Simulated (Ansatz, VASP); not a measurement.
# W (W wire along [110], 23 atoms a period): VASP beside Ansatz

Aim: how closely do two programs agree when they are given the same cell, functional and k mesh? Of the first pair: The structure shown is the start of the Ansatz relaxation below; VASP solves that cell, so the two are compared at the walk's first step.

Method: plane waves, with VASP 6.6.1 beside it; single point at PBE, in Ansatz 0.2.0.

## (1) Set-up

The cell holds 23 atoms: 23 W. Its edges and angles: a = 16.310 Å, b = 15.766 Å, c = 4.483 Å, α = 90.0°, β = 90.0°, γ = 90.0°. Vacuum lies along a and b. The structure's axis is c.

## (2) Ansatz: relaxation, PBE

Ansatz runs on its PAW soft_1 files.

The two programs are compared at the cell with which this relaxation starts, whose forces are those of its first step.

input.yaml

```yaml
crystal:
  lattice:
    - [16.31, 0.0, 0.0]
    - [0.0, 15.766, 0.0]
    - [0.0, 0.0, 4.4830569927]
  atoms:
    - { symbol: W, position: [0.305640711, 0.500003615, 0.0] }
    - { symbol: W, position: [0.402820356, 0.642178453, 0.0] }
    - { symbol: W, position: [0.5, 0.500003615, 0.0] }
    - { symbol: W, position: [0.5, 0.784353291, 0.0] }
    - { symbol: W, position: [0.597179644, 0.642178453, 0.0] }
    - { symbol: W, position: [0.694359289, 0.500003615, 0.0] }
    - { symbol: W, position: [0.208461067, 0.500003615, 0.5] }
    - { symbol: W, position: [0.305640711, 0.357828777, 0.5] }
    - { symbol: W, position: [0.305640711, 0.642178453, 0.5] }
    - { symbol: W, position: [0.402820356, 0.215653939, 0.5] }
    - { symbol: W, position: [0.402820356, 0.500003615, 0.5] }
    - { symbol: W, position: [0.402820356, 0.784353291, 0.5] }
    - { symbol: W, position: [0.5, 0.357828777, 0.5] }
    - { symbol: W, position: [0.5, 0.642178453, 0.5] }
    - { symbol: W, position: [0.597179644, 0.215653939, 0.5] }
    - { symbol: W, position: [0.597179644, 0.500003615, 0.5] }
    - { symbol: W, position: [0.597179644, 0.784353291, 0.5] }
    - { symbol: W, position: [0.694359289, 0.357828777, 0.5] }
    - { symbol: W, position: [0.694359289, 0.642178453, 0.5] }
    - { symbol: W, position: [0.791538933, 0.500003615, 0.5] }
    - { symbol: W, position: [0.402820356, 0.357828777, 0.0] }
    - { symbol: W, position: [0.5, 0.215653939, 0.0] }
    - { symbol: W, position: [0.597179644, 0.357828777, 0.0] }
kpoints:
  mp_grid: { grid: [1, 1, 18] }
scf:
  occupations: { method: fermi_dirac, width: 0.05 }
hamiltonian:
  xc: pbe
  pseudopotentials: { kind: paw, azcp: { folder: soft_1 } }
relax:
  cell: { fix: [a, b, alpha, beta, gamma] }
  max_steps: 45
  f_tol: 0.03
```

On the command line:

```
> ansatz run input.yaml --threads 4 --pin off --max-ram 16384MiB --backend cpu --events-out ev --progress --plain --runs-dir out
```

Numbers of over 12 decimals in the logs are rounded to 6 here.

The log of the run:

```text
Engine: ansatz 0.2.0, aarch64-unknown-linux-gnu
Pseudopotentials: kind: paw
Pseudopotential: W, paw, valence charge 14, recommended cutoff 420 eV (normal), soft_1/W.paw.azcp
Functional definition: PBE
  parameter kappa = 0.804
  parameter beta = 0.066725
  exchange = pbe_x(kappa = kappa, mu = beta*pi^2/3)
  correlation = pbe_c(beta = beta)
Crystal: 23 atoms, lattice volume = 1152.789 Å³
Basis set: ecut = 420 eV, 22633 PW (Γ), exchange–correlation on 240×216×60 points (8 copies of the dense FFT grid, shifted against one another)
Bands: 194, of which v1, the nominal top of the filled ones, is band 161 counted from 1 (160 counted from 0)
Symmetry: 8 space group operations
Space group: Pmmm (ITA 47), of the structure as read, at distance tolerance 1.0e-4 Å
k-points: 10 of 18
Non-local potential: W, projectors of the file, l = 0: 3, l = 1: 2, l = 2: 2, l = 3: 1
PAW form: soft (Blöchl's): semilocal exchange-correlation on the pseudo side does not see the compensation charge
PAW one-centre angular grid: W, 590 points (default); XC on 64 Gauss nodes
Initial density: superposition of atomic densities (neutral atoms: chi_scale 0, normalization atom)
Initial wavefunctions: pseudopotential atomic-orbital guess
Functional: x = pbe(κ = 0.804, μ = 0.219515), c = pbe(β = 0.066725)
SCF iter   1: F=—  HF=-238858.225426 eV  |F-HF|=—  |Δ(HF+E_count)|=         —  Δρ=4.65e-2  dr2=1.88e2  ethr=3.10e-3  ⟨swp⟩=10.3  Hψ=9130  notcnv=0
preconditioner: auto → LDOS  [metal: Δε(μ)=0.004 eV  Ē_g=4.510 eV  σ=0.050 eV  W_gap=0.02  n_scr=218 (ndim 8)  ℏωp=12.8 eV  f_vac=0.519  D(μ)=36.32/eV (n_scr^D=256)  β→1.0]
SCF iter   2: F=—  HF=-238845.101418 eV  |F-HF|=—  |Δ(HF+E_count)|=    1.31e1  Δρ=3.69e-2  dr2=5.42e1  ethr=3.10e-3  ⟨swp⟩=5.7  Hψ=5511  notcnv=0  defer=23
SCF iter   3: F=—  HF=-238840.370441 eV  |F-HF|=—  |Δ(HF+E_count)|=    4.73e0  Δρ=1.08e-2  dr2=6.30e0  ethr=3.10e-3  ⟨swp⟩=4.4  Hψ=4704  notcnv=0  defer=27
SCF iter   4: F=—  HF=-238839.551364 eV  |F-HF|=—  |Δ(HF+E_count)|=   8.19e-1  Δρ=3.57e-3  dr2=1.04e0  ethr=1.96e-3  ⟨swp⟩=3.0  Hψ=2963  notcnv=0  defer=31
SCF iter   5: F=—  HF=-238839.472276 eV  |F-HF|=—  |Δ(HF+E_count)|=   7.91e-2  Δρ=2.25e-3  dr2=2.04e-1  ethr=3.23e-4  ⟨swp⟩=4.1  Hψ=3176  notcnv=0  defer=28
SCF iter   6: F=—  HF=-238839.456572 eV  |F-HF|=—  |Δ(HF+E_count)|=   1.57e-2  Δρ=8.04e-4  dr2=1.93e-2  ethr=6.34e-5  ⟨swp⟩=2.6  Hψ=3003  notcnv=0  defer=27
SCF iter   7: F=—  HF=-238839.455772 eV  |F-HF|=—  |Δ(HF+E_count)|=   8.00e-4  Δρ=3.17e-4  dr2=2.99e-3  ethr=5.99e-6  ⟨swp⟩=3.0  Hψ=2909  notcnv=0  defer=27
SCF iter   8: F=—  HF=-238839.455963 eV  |F-HF|=—  |Δ(HF+E_count)|=   1.91e-4  Δρ=1.57e-4  dr2=7.43e-4  ethr=9.29e-7  ⟨swp⟩=2.9  Hψ=2951  notcnv=0  defer=27
SCF iter   9: F=—  HF=-238839.456006 eV  |F-HF|=—  |Δ(HF+E_count)|=   4.22e-5  Δρ=5.12e-5  dr2=8.07e-5  ethr=2.31e-7  ⟨swp⟩=2.2  Hψ=2717  notcnv=0  defer=27
SCF iter  10: F=—  HF=-238839.456180 eV  |F-HF|=—  |Δ(HF+E_count)|=   1.74e-4  Δρ=2.40e-5  dr2=1.78e-5  ethr=2.51e-8  ⟨swp⟩=3.0  Hψ=2872  notcnv=0  defer=27
SCF iter  11: F=—  HF=-238839.456183 eV  |F-HF|=—  |Δ(HF+E_count)|=   3.42e-6  Δρ=8.28e-6  dr2=1.47e-6  ethr=5.51e-9  ⟨swp⟩=2.0  Hψ=2656  notcnv=0  defer=27
SCF iter  12: F=—  HF=-238839.456185 eV  |F-HF|=—  |Δ(HF+E_count)|=   1.23e-6  Δρ=3.45e-6  dr2=3.08e-7  ethr=4.56e-10  ⟨swp⟩=3.0  Hψ=3213  notcnv=0  defer=27
SCF iter  13: F=-238839.456185 eV  HF=-238839.456185 eV  |F-HF|=2.18e-8  |Δ(HF+E_count)|=   1.29e-7  Δρ=1.31e-6  dr2=5.75e-8  ethr=3.11e-11  ⟨swp⟩=5.1  Hψ=6375  notcnv=0
SCF 1 converged in 13 iterations: F = -238839.456185 eV  dr2 = 5.75e-8
  greatest PAW one-centre occupation: 0.999 electrons in one spin orbital (limit 2), on the W atom at site 15 (counted from 0), in its partial waves of l = 0
relax step   1: F+E_penalty+E_count = -238839.45618483 eV  Δ(F+E_penalty+E_count) = +0.000e0 eV  max|allowed force component| = 2.931e0 eV/Å  Δτ_max = 0.0000 Å  P = -6.139 GPa  Ω = 1152.789 Å³  fix = [a, b, alpha, beta, gamma]  reactions: a -5.247, b -6.346 GPa  (13 SCF iters, dr2 threshold 1.00e-7 eV, accepted)
[...]
relax step   6: F+E_penalty+E_count = -238842.90513651 eV  Δ(F+E_penalty+E_count) = -1.772e-2 eV  max|allowed force component| = 6.836e-2 eV/Å  Δτ_max = 0.0195 Å  P = -0.013 GPa  Ω = 1120.405 Å³  energy of the carried Pulay correction = +5.187e-3 eV  fix = [a, b, alpha, beta, gamma]  reactions: a -0.011, b -0.094 GPa  (12 SCF iters, accepted)
[...]
relax step   7: F+E_penalty+E_count = -238842.90670744 eV  Δ(F+E_penalty+E_count) = -1.571e-3 eV  max|allowed force component| = 2.756e-2 eV/Å  Δτ_max = 0.0047 Å  P = -0.032 GPa  Ω = 1121.165 Å³  energy of the carried Pulay correction = +5.063e-3 eV  fix = [a, b, alpha, beta, gamma]  reactions: a -0.029, b -0.070 GPa  (6 SCF iters, dr2 threshold 2.92e-7 eV, accepted)
[...]
relax step   8: F+E_penalty+E_count = -238842.90179381 eV  Δ(F+E_penalty+E_count) = +4.914e-3 eV  max|allowed force component| = 2.732e-2 eV/Å  Δτ_max = 0.0000 Å  P = -0.032 GPa  Ω = 1121.165 Å³  fix = [a, b, alpha, beta, gamma]  reactions: a -0.027, b -0.069 GPa  stress off target by 1.26e-4 GPa on what of the cell is left free  SCF on the basis re-selected at this cell (its energy is not comparable with the rows above)  (7 SCF iters)
basis re-selected at this cell: Δ(F+E_penalty+E_count) = +4.914e-3 eV, ΔP = -0.000 GPa vs the last step (what re-selecting the basis moved, of the pressure what is left beyond the Pulay correction that the steps carried, after the strain that the cell walked since its last selection, with what the two solves' SCF thresholds leave and, on support functions, any second-order correction that the steps lacked; it is no m [...]
SCF converged after 7 iterations
Free energy (F): -238842.901794 eV
Harris-Foulkes:  -238842.901794 eV  (|F-HF|=1.16e-10)
Internal energy: -238842.688694 eV  (E = F + TS)
E sigma→0 (E₀):  -238842.795244 eV
Entropy (-TS):   -0.213100 eV (-9.265 meV/atom)
Fermi energy:    4.731494 eV
--- Per-component energies (eV) ---
  E_band       = -7575.167566
  E_kinetic    = 9691.066146
  E_local      = -187672.816795  (includes V_loc(G=0)·N_el)
  E_nonlocal   = -565.195977
  E_hartree    = 89998.306482
  E_xc         = -6127.625096
  E_vxc        = -5280.563080  (∫ρ·V_xc dr)
  E_paw        = -197294.725447  (= ΣΔE_a)
  E_vpaw       = -3744.274876  (= ΣTr[D̂ρ^β])
  E_aug_tail   = 0.003455  (compensation charges beyond the density's cutoff)
  E_ewald      = 53128.298538
  E_smearing   = -0.213100  (= −TS)
  E_closure    = -0.000000  (closes the sum)
  Σ components = -238842.901794   (vs F -238842.901794, Δ=0.00e0)
--- Forces (eV/Å), atoms counted from 1 ---
  atom   1  W     -0.00024169     0.00000000     0.00000000
  atom   2  W     -0.00198731     0.00870088     0.00000000
  atom   3  W     -0.00000000     0.00000000     0.00000000
  atom   4  W     -0.00000000     0.01205839     0.00000000
  atom   5  W      0.00198731     0.00870088    -0.00000000
  atom   6  W      0.00024169    -0.00000000    -0.00000000
  atom   7  W      0.01693370    -0.00000000    -0.00000000
  atom   8  W     -0.01446102    -0.00207037     0.00000000
  atom   9  W     -0.01446102     0.00207037     0.00000000
  atom  10  W      0.02732373     0.01010992    -0.00000000
  atom  11  W      0.02729174    -0.00000000    -0.00000000
  atom  12  W      0.02732373    -0.01010992    -0.00000000
  atom  13  W     -0.00000000     0.00188189    -0.00000000
  atom  14  W      0.00000000    -0.00188189     0.00000000
  atom  15  W     -0.02732373     0.01010992     0.00000000
  atom  16  W     -0.02729174     0.00000000     0.00000000
  atom  17  W     -0.02732373    -0.01010992     0.00000000
  atom  18  W      0.01446102    -0.00207037    -0.00000000
  atom  19  W      0.01446102     0.00207037    -0.00000000
  atom  20  W     -0.01693370     0.00000000     0.00000000
  atom  21  W     -0.00198731    -0.00870088     0.00000000
  atom  22  W      0.00000000    -0.01205839    -0.00000000
  atom  23  W      0.00198731    -0.00870088    -0.00000000
  max |Σ_I F_I| component: 4.77e-18 eV/Å
--- Stress (GPa, compression-positive) ---
       -0.027306       0.000000       0.000000
        0.000000      -0.068757      -0.000000
        0.000000      -0.000000      -0.000126
  P = ⅓ Tr σ = -0.0321 GPa (-0.321 kbar)
--- Relaxed structure (7 steps of the walk, 6 accepted, 1 SCFs on fresh bases) ---
  F+E_penalty+E_count = -238842.90179381 eV   max|allowed force component| = 2.732e-2 eV/Å   (the final SCF, on the basis selected at the relaxed cell)
  cell:  # Å, volume = 1121.1652 Å³
    - [16.31, 0, 0]
    - [0, 15.766, 0]
    - [0, 0, 4.360077]
  atoms:
    - { symbol: W, position: [0.298376, 0.500004, 0] }
    - { symbol: W, position: [0.401410, 0.643267, 2.125794813034335e-19] }
    - { symbol: W, position: [0.5, 0.500004, 0] }
    - { symbol: W, position: [0.5, 0.779153, -1.0151466829000803e-18] }
    - { symbol: W, position: [0.598590, 0.643267, 2.1257948130343333e-19] }
    - { symbol: W, position: [0.701624, 0.500004, 0] }
    - { symbol: W, position: [0.213622, 0.500004, 0.500000] }
    - { symbol: W, position: [0.308635, 0.367956, 0.500000] }
    - { symbol: W, position: [0.308635, 0.632052, 0.500000] }
    - { symbol: W, position: [0.406906, 0.228581, 0.500000] }
    - { symbol: W, position: [0.400655, 0.500004, 0.500000] }
    - { symbol: W, position: [0.406906, 0.771427, 0.500000] }
    - { symbol: W, position: [0.5, 0.355618, 0.500000] }
    - { symbol: W, position: [0.5, 0.644390, 0.500000] }
    - { symbol: W, position: [0.593094, 0.228581, 0.500000] }
    - { symbol: W, position: [0.599345, 0.500004, 0.500000] }
    - { symbol: W, position: [0.593094, 0.771427, 0.500000] }
    - { symbol: W, position: [0.691365, 0.367956, 0.500000] }
    - { symbol: W, position: [0.691365, 0.632052, 0.500000] }
    - { symbol: W, position: [0.786378, 0.500004, 0.500000] }
    - { symbol: W, position: [0.401410, 0.356740, -2.1257948130343333e-19] }
    - { symbol: W, position: [0.5, 0.220854, 1.0151466829000803e-18] }
    - { symbol: W, position: [0.598590, 0.356740, -2.125794813034334e-19] }
```

(Continued in part 2 of 3.)

[Lines on the potential files, build, host, timing and source positions are cut from VASP's logs without a mark.]

[Logs are printed without paths, hosts, clocks, repeated set-up lines and the standing remarks that a program may print on its own settings, such as how far it seeks lower states.]

[Hosts, paths, dates, database ids (printed as entryN), source tags and the programs' standing remarks are cut or masked in the printed files.]
